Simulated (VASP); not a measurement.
Crystal: Cu.

```
CELL_PARAMETERS angstrom
0.00000 1.79096 1.79096
1.79096 0.00000 1.79096
1.79096 1.79096 0.00000
ATOMIC_POSITIONS crystal
Cu 0.00000 0.00000 0.00000
```

| Quantity | Value |
| --- | --- |
| Program | VASP 6.6.1 |
| Task | relaxation of cell and atoms |
| Functional | LDA |
| Potentials or basis | VASP PAW LDA potentials, release 64 (Cu) |
| Cutoff | 350 eV |
| k mesh | 10 × 10 × 10 |
| Occupations | gaussian, width 0.1 eV |
| Spin | no spin polarisation |

At the start: pressure -7.9 GPa; volume 11.49 Å³/atom.

**Question.** Where does the relaxation end?

**Answer.** Over 6 steps the energy falls by 14.7 meV/atom and the volume is 10.93 Å³/atom (-4.9 %); space group Fm-3m (No. 225, to 0.05 Å).

Step by step:
```csv
step,energy change (eV),largest force (eV/Å),pressure (GPa),volume (Å³)
1,0.0000,0.0000,-7.90,11.49
2,-0.0078,0.0000,6.68,10.57
3,-0.0147,0.0000,-0.04,10.93
4,-0.0147,0.0000,0.50,10.91
5,-0.0146,0.0000,-0.70,10.96
6,-0.0147,0.0000,0.00,10.93
```

Final structure:
```
Cu
1.0
     0.00000    1.76138    1.76138
     1.76138    0.00000    1.76138
     1.76138    1.76138    0.00000
Cu
1
Direct
  0.00000 0.00000 0.00000
```

Caveat: the cutoff is under 1.25 times the usual one of these potentials, so pressure, stress and relaxed cells hold a basis-set (Pulay) error.
